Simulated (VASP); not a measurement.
Energy against volume of Mo (bcc). Method: TPSS meta-GGA, VASP's PBE PAW potentials (set 64) (plane waves; VASP 6.6.1).

```
V (Å³/atom)  E (eV/atom)
-----------  -----------
14.739         -19.57619
15.210         -19.61620
15.680         -19.62780
16.150         -19.61519
16.621         -19.58191
```

Problem. Fit a third-order Birch-Murnaghan equation of state.

Solution. 
| Quantity | Result |
|---|---|
| volume per atom | 15.66 Å³/atom |
| bulk modulus | 276 GPa |
| pressure derivative of the bulk modulus | 4.29 |
| lattice constant a | 3.152 Å |

Measured: bulk modulus 265 GPa at 0 K (computed value off by +4.3 %), as given by Vázquez-Parga, Fernández-Martínez, Viñes, J. Chem. Theory Comput. (2023), doi:10.1021/acs.jctc.3c00612, Supporting … [zero-point energy and finite temperature contributions removed]; a 3.141 Å at 0 K (computed value off by +0.4 %), as given by Daniel Mejia-Rodriguez et al., Physical Review B (2018), arXiv:1807.09216 [static lattice: zero-point anharmonic expansion removed].

The compound is Mo in the bcc structure. It was relaxed first.
